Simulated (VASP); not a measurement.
Output of a VASP run:

### OSZICAR
```
       N       E                     dE             d eps       ncg     rms          rms(c)
DAV:   1     0.240528079449E+02    0.24053E+02   -0.42479E+03  1016   0.986E+02
DAV:   2    -0.135400973145E+02   -0.37593E+02   -0.36064E+02  1025   0.164E+02
DAV:   3    -0.145359714843E+02   -0.99587E+00   -0.98031E+00  1213   0.355E+01
DAV:   4    -0.145557398677E+02   -0.19768E-01   -0.19746E-01  1343   0.450E+00
DAV:   5    -0.145560513629E+02   -0.31150E-03   -0.31149E-03  1231   0.467E-01    0.135E+01
DAV:   6    -0.169355198972E+02   -0.23795E+01   -0.79219E+01  1148   0.136E+02    0.194E+01
DAV:   7    -0.126257656388E+02    0.43098E+01   -0.40273E+01  1128   0.851E+01    0.252E+00
DAV:   8    -0.125996101771E+02    0.26155E-01   -0.22219E-01  1123   0.556E+00    0.150E+00
DAV:   9    -0.125859870649E+02    0.13623E-01   -0.43781E-02  1198   0.324E+00    0.386E-01
DAV:  10    -0.125855793184E+02    0.40775E-03   -0.65045E-04  1145   0.284E-01    0.151E-01
DAV:  11    -0.125855684186E+02    0.10900E-04   -0.15041E-05  1146   0.424E-02    0.137E-02
DAV:  12    -0.125855682512E+02    0.16735E-06   -0.13131E-06   735   0.148E-02
   1 F= -.12585568E+02 E0= -.12585577E+02  d E =0.360465E-04
```

**OUTCAR**
```
------------------------ aborting loop because EDIFF is reached ----------------------------------------
  FORCE on cell =-STRESS in cart. coord.  units (eV):
  Direction    XX          YY          ZZ          XY          YZ          ZX
  --------------------------------------------------------------------------------------
  Total       -1.1200716     -1.1200716     -1.1200716     -0.0000000     -0.0000000      0.0000000
  in kB      -72.8244822    -72.8244822    -72.8244822     -0.0000000     -0.0000000      0.0000000
  external PRESSURE =     -72.8244822 kB  Pullay stress =       0.0000000 kB
  volume of cell :       24.64
      direct lattice vectors                 reciprocal lattice vectors
     2.910000000  0.000000000  0.000000000     0.343642612  0.000000000  0.000000000
     0.000000000  2.910000000  0.000000000     0.000000000  0.343642612  0.000000000
     0.000000000  0.000000000  2.910000000     0.000000000  0.000000000  0.343642612
 POSITION                                       TOTAL-FORCE (eV/Angst)
 -----------------------------------------------------------------------------------
      1.45500      1.45500      1.45500         0.000000      0.000000      0.000000
      0.00000      0.00000      0.00000         0.000000      0.000000      0.000000
 -----------------------------------------------------------------------------------
    total drift:                                0.000000      0.000000      0.000000
  FREE ENERGIE OF THE ION-ELECTRON SYSTEM (eV)
  ---------------------------------------------------
  free  energy   TOTEN  =       -12.5855682512 eV

  energy  without entropy=      -12.5856042977  energy(sigma->0) =      -12.58557726
```
(Selected blocks of OUTCAR.)

POSCAR:
```
FeAl
1
    2.9100000000     0.0000000000     0.0000000000
    0.0000000000     2.9100000000     0.0000000000
    0.0000000000     0.0000000000     2.9100000000
Al Fe
1 1
Direct
  0.5000000000   0.5000000000   0.5000000000
  0.0000000000   0.0000000000   0.0000000000
```

### Question
Reconstruct the remaining input files.

### Answer
Several could match; the one computed here: the input of the run itself, PBE GGA, plane waves, VASP's PBE PAW potentials (set 64).

### KPOINTS
```
Automatic mesh
0
Gamma
  11 11 11
```

INCAR:
```
SYSTEM  =  FeAl
PREC  =  Accurate; ENCUT  =  400; LREAL  =  .False.
LASPH  =  .True.
EDIFF  =  1E-6; NELM  =  100; ALGO  =  Normal
LMAXMIX  =  4
ISMEAR  =  2; SIGMA  =  0.05
GGA  =  PE
ISIF  =  2
LWAVE  =  .False.; LCHARG  =  .False.
```

POTCAR, in this order: Al Fe (PBE.64 set). Program: vasp_std.

The compound is FeAl in the CsCl type structure. The cell was not relaxed at this level. The run is one of a series of settings (ISMEAR = 2, SIGMA = 0.05 against the base run), some of them coarse on purpose. The run is not spin-polarised, so no magnetic state was tried. The electron count is odd and the run is not spin-polarised, which forces a metal.
